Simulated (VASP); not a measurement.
VASP input:

INCAR:
```
# general
SYSTEM  = PbTe
PREC    = Accurate
ENCUT   = 520
LREAL   = .FALSE.
LASPH   = .TRUE.

# electronic loop
EDIFF   = 1E-7
NELM    = 100
ALGO    = Normal
LMAXMIX = 4

# smearing
ISMEAR  = -5

# functional
GGA     = PE
IVDW    = 13

# ions
ISIF    = 2

# output
LWAVE   = .FALSE.
LCHARG  = .TRUE.
LORBIT  = 11
NEDOS   = 601
```

POSCAR:
```
PbTe
1
   -0.0000000000     3.2345543205     3.2345543205
    3.2345543205     0.0000000000     3.2345543205
    3.2345543205     3.2345543205     0.0000000000
Te Pb
1 1
Direct
  0.5000000000   0.5000000000   0.5000000000
  1.0000000000   1.0000000000   0.0000000000
```

### KPOINTS
```
K-points
0
Gamma
  8 8 8
0 0 0
```

POTCAR, in this order: Te Pb_d (PBE.64 set). Program: vasp_std.

### Question
Translate this PBE-D4 calculation to Ansatz.

### Answer
One equivalent input (not run):
Ansatz 0.2 input:
```yaml
crystal:
  lattice:
    - [0.0000000, 3.2345543, 3.2345543]
    - [3.2345543, 0.0000000, 3.2345543]
    - [3.2345543, 3.2345543, 0.0000000]
  atoms:
    - { symbol: Te, position: [0.5000000, 0.5000000, 0.5000000] }
    - { symbol: Pb, position: [1.0000000, 1.0000000, 0.0000000] }
kpoints:
  mp_grid: { grid: [8, 8, 8] }
hamiltonian:
  xc: pbe
  dispersion: d4
  pseudopotentials: { kind: paw }
scf:
  occupations: { method: tetrahedron }
  max_iter: 100
output: { forces: true, stress: true, eigenvalues: true }
```
What does not carry over: each code has its own PAW files, so the cut-off isn't converted (ENCUT is set for VASP's; basis.ecutwfc is left out, and Ansatz then takes the one that its files recommend); Ansatz stops its SCF on the density residual and VASP on the energy change (EDIFF).

The compound is PbTe in the rock salt structure. It was relaxed first.
